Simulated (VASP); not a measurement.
# VWF4 (P2/c) in VASP: single point with PBEsol+U

Aim: the single point of VWF4 with PBEsol+U.

Everything below comes from runs of VASP 6.6.1. Logs are shortened: lines on timing, memory, paths and dates and some standing lists are left out, and cuts for length are marked.

**1. The structure**

It takes space group P2/c (No. 13, monoclinic). The conventional cell has a = 5.605 Å, b = 5.632 Å, c = 4.282 Å, α = 90.00°, β = 90.05°, γ = 90.00°. V (site symmetry 2) is surrounded by 6 F at 2.05 to 2.10 Å. W (site symmetry 2) has 6 F at 2.07 to 2.22 Å as nearest neighbours. F (site symmetry 1) is surrounded by 2 V at 2.05 to 2.10 Å and 1 W at 2.07 Å. Around F (site symmetry 1) lie 1 V at 2.09 Å and 2 W at 2.09 to 2.22 Å.

The cell was built by a generator and needn't be a form met in nature.

**2. Single point, PBEsol+U**

File INCAR:

```
ALGO = Normal
EDIFF = 1E-6
ENCUT = 520
GGA = PS
ISIF = 2
ISMEAR = -1
LASPH = T
LCHARG = F
LDAU = T
LDAUJ = 0 0 0
LDAUL = 2 -1 -1
LDAUPRINT = 1
LDAUTYPE = 2
LDAUU = 2.65 0 0
LMAXMIX = 4
LREAL = F
LWAVE = F
NBANDS = 67
NELM = 150
PREC = Accurate
SIGMA = 0.1
```

File KPOINTS:

```
k-points
0
Gamma
  4 3 4
```

File POSCAR:

```
VWF4
1.0
    5.6050787089      0.0000000000      0.0377443306
    0.0000000000      5.6316911940      0.0000000000
   -0.0253061483      0.0000000000      4.2816192219
V W F
2 2 8
Direct
    0.5000000000      0.6100794448      0.2500000000
    0.5000000000      0.3899205552      0.7500000000
    0.0000000000      0.1213222571      0.2500000000
    0.0000000000      0.8786777429      0.7500000000
    0.2405473427      0.3705772797      0.4126082232
    0.7594526573      0.3705772797      0.0873917768
    0.7594526573      0.6294227203      0.5873917768
    0.2405473427      0.6294227203      0.9126082232
    0.2812230237      0.8783556119      0.4284578950
    0.7187769763      0.8783556119      0.0715421050
    0.7187769763      0.1216443881      0.5715421050
    0.2812230237      0.1216443881      0.9284578950
```

Potentials or basis: VASP PAW PBE potentials, release 64 (V_sv, W_sv, F).

Command:

```sh
$ cat potpaw_PBE.64/V_sv/POTCAR potpaw_PBE.64/W_sv/POTCAR potpaw_PBE.64/F/POTCAR > POTCAR
$ mpirun -np 1 vasp_std > vasp.out
```

OUTCAR:

```text
EDIFF = 1E-6
   ENCUT = 520
   GGA = PS
   ISIF = 2
   ISMEAR = -1
   LASPH = T
   LREAL = F
   NELM = 150
   PREC = Accurate

 ion  position               nearest neighbor table
   1  0.500  0.610  0.250-   7 2.05   8 2.05   9 2.09  10 2.09   5 2.10   6 2.10   2 2.47   2 2.47

   2  0.500  0.390  0.750-   5 2.05   6 2.05  11 2.09  12 2.09   7 2.10   8 2.10   1 2.47   1 2.47

   3  0.000  0.121  0.250-   5 2.07   6 2.07  11 2.09  12 2.09   9 2.22  10 2.22   4 2.54   4 2.54

   4  0.000  0.879  0.750-   7 2.07   8 2.07   9 2.09  10 2.09  11 2.22  12 2.22   3 2.54   3 2.54

   5  0.241  0.371  0.413-   2 2.05   3 2.07   1 2.10
   6  0.759  0.371  0.087-   2 2.05   3 2.07   1 2.10
   7  0.759  0.629  0.587-   1 2.05   4 2.07   2 2.10
   8  0.241  0.629  0.913-   1 2.05   4 2.07   2 2.10
   9  0.281  0.878  0.428-   1 2.09   4 2.09   3 2.22
  10  0.719  0.878  0.072-   1 2.09   4 2.09   3 2.22
  11  0.719  0.122  0.572-   2 2.09   3 2.09   4 2.22
  12  0.281  0.122  0.928-   2 2.09   3 2.09   4 2.22

  LATTYP: Found a simple monoclinic cell.
 ALAT       =     4.2816940062
 B/A-ratio  =     1.3152951112
 C/A-ratio  =     1.3091093814
 COS(beta)  =    -0.0008235035

  Lattice vectors:

 A1 = (  -0.0253061483,   0.0000000000,   4.2816192219)
 A2 = (   0.0000000000,   5.6316911940,   0.0000000000)
 A3 = (  -5.6050787089,   0.0000000000,  -0.0377443306)

Analysis of symmetry for initial positions (statically):
=====================================================================
 Subroutine PRICEL returns:
 Original cell was already a primitive cell.

 Routine SETGRP: Setting up the symmetry group for a
 simple monoclinic supercell.

 Subroutine GETGRP returns: Found  4 space group operations
 (whereof  2 operations were pure point group operations)
 out of a pool of  4 trial point group operations.

The static configuration has the point symmetry S_2 .
 The point group associated with its full space group is C_2h.

Analysis of symmetry for dynamics (positions and initial velocities):
=====================================================================
 Subroutine PRICEL returns:
 Original cell was already a primitive cell.

 Routine SETGRP: Setting up the symmetry group for a
 simple monoclinic supercell.

 Subroutine GETGRP returns: Found  4 space group operations
 (whereof  2 operations were pure point group operations)
 out of a pool of  4 trial point group operations.

The dynamic configuration has the point symmetry S_2 .
 The point group associated with its full space group is C_2h.

 Subroutine INISYM returns: Found  4 space group operations
 (whereof  2 operations are pure point group operations),
 and found     1 'primitive' translations

----------------------------------------------------------------------------------------

                                     Primitive cell

  volume of cell :     135.1593

  direct lattice vectors                    reciprocal lattice vectors
     5.605078709  0.000000000  0.037744331     0.178402526  0.000000000  0.001054433
     0.000000000  5.631691194  0.000000000     0.000000000  0.177566554  0.000000000
    -0.025306148  0.000000000  4.281619222    -0.001572696  0.000000000  0.233547205

  length of vectors
[... 146 lines left out ...]
  0.1260  0.4340 -0.0000  0.0000  0.0000
 -0.0000 -0.0000  0.3753 -0.1084 -0.0400
 -0.0000  0.0000 -0.1084  0.2042 -0.1326
  0.0000  0.0000 -0.0400 -0.1326  0.4631

spin component  2

  0.1344  0.1260 -0.0000 -0.0000  0.0000
  0.1260  0.4340 -0.0000  0.0000  0.0000
 -0.0000 -0.0000  0.3753 -0.1084 -0.0400
 -0.0000  0.0000 -0.1084  0.2042 -0.1326
  0.0000  0.0000 -0.0400 -0.1326  0.4631

 occupancies and eigenvectors

  o =  0.0885  v = -0.9395  0.3426 -0.0000 -0.0000  0.0000  0.0000  0.0000  0.0000  0.0000  0.0000      0.0000  0.0000  0.0000  0.0000  0.0000  0.0000  0.0000  0.0000  0.0000  0.0000
  o =  0.0885  v =  0.0000  0.0000  0.0000  0.0000  0.0000 -0.9395  0.3426 -0.0000 -0.0000  0.0000      0.0000  0.0000  0.0000  0.0000  0.0000  0.0000  0.0000  0.0000  0.0000  0.0000
  o =  0.0999  v =  0.0000 -0.0000 -0.3866 -0.8517 -0.3536  0.0000  0.0000  0.0000  0.0000  0.0000      0.0000  0.0000  0.0000  0.0000  0.0000  0.0000  0.0000  0.0000  0.0000  0.0000
  o =  0.0999  v =  0.0000  0.0000  0.0000  0.0000  0.0000  0.0000 -0.0000 -0.3866 -0.8517 -0.3536      0.0000  0.0000  0.0000  0.0000  0.0000  0.0000  0.0000  0.0000  0.0000  0.0000
  o =  0.4234  v =  0.0000 -0.0000 -0.9210  0.3366  0.1963  0.0000  0.0000  0.0000  0.0000  0.0000      0.0000  0.0000  0.0000  0.0000  0.0000  0.0000  0.0000  0.0000  0.0000  0.0000
  o =  0.4234  v =  0.0000  0.0000  0.0000  0.0000  0.0000  0.0000 -0.0000 -0.9210  0.3366  0.1963      0.0000  0.0000  0.0000  0.0000  0.0000  0.0000  0.0000  0.0000  0.0000  0.0000
  o =  0.4799  v = -0.3426 -0.9395  0.0000  0.0000 -0.0000  0.0000  0.0000  0.0000  0.0000  0.0000      0.0000  0.0000  0.0000  0.0000  0.0000  0.0000  0.0000  0.0000  0.0000  0.0000
  o =  0.4799  v =  0.0000  0.0000  0.0000  0.0000  0.0000 -0.3426 -0.9395  0.0000  0.0000 -0.0000      0.0000  0.0000  0.0000  0.0000  0.0000  0.0000  0.0000  0.0000  0.0000  0.0000
  o =  0.5192  v =  0.0000  0.0000  0.0000  0.0000  0.0000  0.0000 -0.0000  0.0482 -0.4016  0.9146      0.0000  0.0000  0.0000  0.0000  0.0000  0.0000  0.0000  0.0000  0.0000  0.0000
  o =  0.5192  v =  0.0000 -0.0000  0.0482 -0.4016  0.9146  0.0000  0.0000  0.0000  0.0000  0.0000      0.0000  0.0000  0.0000  0.0000  0.0000  0.0000  0.0000  0.0000  0.0000  0.0000

atom =   2  type =  1  l = 2

 onsite density matrix

spin component  1

  0.1344  0.1260 -0.0000 -0.0000  0.0000
  0.1260  0.4340 -0.0000  0.0000  0.0000
 -0.0000 -0.0000  0.3753 -0.1084 -0.0400
 -0.0000  0.0000 -0.1084  0.2042 -0.1326
  0.0000  0.0000 -0.0400 -0.1326  0.4631

spin component  2

  0.1344  0.1260 -0.0000 -0.0000  0.0000
  0.1260  0.4340 -0.0000  0.0000  0.0000
 -0.0000 -0.0000  0.3753 -0.1084 -0.0400
 -0.0000  0.0000 -0.1084  0.2042 -0.1326
  0.0000  0.0000 -0.0400 -0.1326  0.4631

 occupancies and eigenvectors

  o =  0.0885  v = -0.9395  0.3426 -0.0000 -0.0000  0.0000  0.0000  0.0000  0.0000  0.0000  0.0000      0.0000  0.0000  0.0000  0.0000  0.0000  0.0000  0.0000  0.0000  0.0000  0.0000
  o =  0.0885  v =  0.0000  0.0000  0.0000  0.0000  0.0000 -0.9395  0.3426 -0.0000 -0.0000  0.0000      0.0000  0.0000  0.0000  0.0000  0.0000  0.0000  0.0000  0.0000  0.0000  0.0000
  o =  0.0999  v =  0.0000 -0.0000 -0.3866 -0.8517 -0.3536  0.0000  0.0000  0.0000  0.0000  0.0000      0.0000  0.0000  0.0000  0.0000  0.0000  0.0000  0.0000  0.0000  0.0000  0.0000
  o =  0.0999  v =  0.0000  0.0000  0.0000  0.0000  0.0000  0.0000 -0.0000 -0.3866 -0.8517 -0.3536      0.0000  0.0000  0.0000  0.0000  0.0000  0.0000  0.0000  0.0000  0.0000  0.0000
  o =  0.4234  v =  0.0000 -0.0000 -0.9210  0.3366  0.1963  0.0000  0.0000  0.0000  0.0000  0.0000      0.0000  0.0000  0.0000  0.0000  0.0000  0.0000  0.0000  0.0000  0.0000  0.0000
  o =  0.4234  v =  0.0000  0.0000  0.0000  0.0000  0.0000  0.0000 -0.0000 -0.9210  0.3366  0.1963      0.0000  0.0000  0.0000  0.0000  0.0000  0.0000  0.0000  0.0000  0.0000  0.0000
  o =  0.4799  v = -0.3426 -0.9395  0.0000  0.0000 -0.0000  0.0000  0.0000  0.0000  0.0000  0.0000      0.0000  0.0000  0.0000  0.0000  0.0000  0.0000  0.0000  0.0000  0.0000  0.0000
  o =  0.4799  v =  0.0000  0.0000  0.0000  0.0000  0.0000 -0.3426 -0.9395  0.0000  0.0000 -0.0000      0.0000  0.0000  0.0000  0.0000  0.0000  0.0000  0.0000  0.0000  0.0000  0.0000
  o =  0.5192  v =  0.0000  0.0000  0.0000  0.0000  0.0000  0.0000 -0.0000  0.0482 -0.4016  0.9146      0.0000  0.0000  0.0000  0.0000  0.0000  0.0000  0.0000  0.0000  0.0000  0.0000
  o =  0.5192  v =  0.0000 -0.0000  0.0482 -0.4016  0.9146  0.0000  0.0000  0.0000  0.0000  0.0000      0.0000  0.0000  0.0000  0.0000  0.0000  0.0000  0.0000  0.0000  0.0000  0.0000

 number of electron     110.0000012 magnetization

 Free energy of the ion-electron system (eV)
  ---------------------------------------------------
  ext. energy  EPLUGINS =         0.00000000
  ---------------------------------------------------
  free energy    TOTEN  =       -78.39116483 eV

  energy without entropy =      -78.25473817  energy(sigma->0) =      -78.32295150

 E-fermi :   7.4670     XC(G=0): -11.5528

 val. band max:        7.4141120637   @ k =   0.0000   0.3333   0.5000
 cond. band min:       7.5001253250   @ k =   0.5000   0.0000   0.2500
 fundamental gap:      0.0860132613
 Fermi energy:         7.4670066400

 k-point     1 :       0.0000    0.0000    0.0000
  band No.  band energies     occupation
      1     -68.2207      2.00000
      2     -68.0751      2.00000
      3     -57.4702      2.00000
      4     -57.3198      2.00000
      5     -33.0034      2.00000
      6     -32.9670      2.00000
[... 1389 lines left out ...]
     66      10.2091      0.00000
     67      10.3994      0.00000

------------------------ aborting loop because EDIFF is reached ----------------------------------------

  FORCE on cell =-STRESS in cart. coord.  units (eV):
  Direction    XX          YY          ZZ          XY          YZ          ZX
  --------------------------------------------------------------------------------------
  -------------------------------------------------------------------------------------
  Total        2.1805984      0.9339564      1.3472000      0.0000000      0.0000000      0.1638551
  in kB       25.8488006     11.0711141     15.9697005      0.0000000      0.0000000      1.9423377
  external PRESSURE =      17.6298717 kB  Pullay stress =       0.0000000 kB

 VOLUME and BASIS-vectors are now :
 -----------------------------------------------------------------------------
  energy-cutoff  :      520.00
  volume of cell :      135.16
      direct lattice vectors                 reciprocal lattice vectors
     5.605078709  0.000000000  0.037744331     0.178402526  0.000000000  0.001054433
     0.000000000  5.631691194  0.000000000     0.000000000  0.177566554  0.000000000
    -0.025306148  0.000000000  4.281619222    -0.001572696  0.000000000  0.233547205

 POSITION                                       TOTAL-FORCE (eV/Angst)
 -----------------------------------------------------------------------------------
      2.79621      3.43578      1.08928         0.000000      0.081227      0.000000
      2.78356      2.19591      3.23009         0.000000     -0.081227      0.000000
     -0.00633      0.68325      1.07040         0.000000     -0.086954      0.000000
     -0.01898      4.94844      3.21121         0.000000      0.086954      0.000000
      1.33785      2.08698      1.77571        -0.012273      0.058037      0.001106
      4.25458      2.08698      0.40284         0.012273      0.058037     -0.001106
      4.24193      3.54471      2.54365         0.012273     -0.058037     -0.001106
      1.32519      3.54471      3.91652        -0.012273     -0.058037      0.001106
      1.56543      4.94663      1.84511         0.144325     -0.016560     -0.040037
      4.02699      4.94663      0.33345        -0.144325     -0.016560      0.040037
      4.01434      0.68506      2.47426        -0.144325      0.016560      0.040037
      1.55278      0.68506      3.98592         0.144325      0.016560     -0.040037
 -----------------------------------------------------------------------------------
    total drift:                               -0.000000      0.000000     -0.000000

  FREE ENERGIE OF THE ION-ELECTRON SYSTEM (eV)
  ---------------------------------------------------
  free  energy   TOTEN  =       -78.3911648266 eV

  energy  without entropy=      -78.2547381746  energy(sigma->0) =      -78.32295150
```

Run time: 3.9 min. Hardware: 1 thread of Intel Xeon Platinum 8488C (Sapphire Rapids), shared host; peak memory 0.3 GiB.

What came out:

| Property | Result |
| --- | --- |
| Free energy | -78.3912 eV |
| Pressure | 1.8 GPa |
| Largest force | 0.151 eV/Å |
| Band gap on the k mesh | none (metal or under the smearing width) |

Forces on the atoms (eV/Å):
```
V    0.000  0.081  0.000
V    0.000 -0.081  0.000
W    0.000 -0.087  0.000
W    0.000  0.087  0.000
F   -0.012  0.058  0.001
F    0.012  0.058 -0.001
F    0.012 -0.058 -0.001
F   -0.012 -0.058  0.001
F    0.144 -0.017 -0.040
F   -0.144 -0.017  0.040
F   -0.144  0.017  0.040
F    0.144  0.017 -0.040
```

Eigenvalues of the final occupation matrices:
| site | spin | trace | eigenvalues |
| --- | --- | --- | --- |
| site 1 d | 1 | 1.61 | 0.09 0.10 0.42 0.48 0.52 |
| site 1 d | 2 | 1.61 | 0.09 0.10 0.42 0.48 0.52 |
| site 2 d | 1 | 1.61 | 0.09 0.10 0.42 0.48 0.52 |
| site 2 d | 2 | 1.61 | 0.09 0.10 0.42 0.48 0.52 |

Caveat: the k mesh is coarse (spacing up to 0.37 Å⁻¹), so the values aren't converged; the PAW data sets were made with another functional, which shifts forces and pressure a little; the run has no spin polarisation, though such a crystal can be magnetic; U without spin polarisation on a metal has little footing. The run has no spin-orbit coupling, so splittings on W are missing.
